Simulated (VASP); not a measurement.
Data:

```
CELL_PARAMETERS angstrom
      4.40843     0.00000     0.00000
      0.00000     4.40843     0.00000
      0.00000     0.00000     4.40843
ATOMIC_POSITIONS crystal
  Cs 0.00000 0.00000 0.00000
  I  0.50000 0.50000 0.50000
```

Calculation: LDA (Ceperley-Alder, Perdew-Zunger) with spin-orbit coupling, VASP's LDA PAW potentials (set 64) (plane waves; VASP). Numerical set-up: 400 eV cut-off, 6×6×6 Γ-centred mesh, Gaussian smearing of 0.050 eV, potentials Cs_sv I.

**Question.** Predict the energy per atom (σ→0), band gap (over mesh and band path) with the smallest direct gap where there is one.

**Answer.** 
```json
{
  "band gap (over mesh and band path)": "3.49 eV",
  "smallest direct gap (over mesh and band path)": "3.49 eV",
  "energy per atom (σ→0)": "-3.234 eV/atom"
}
```

Only differences to runs with the same potentials and settings are physical.

The compound is CsI in the CsCl type structure. It was relaxed first, which changed the volume by -10 %.
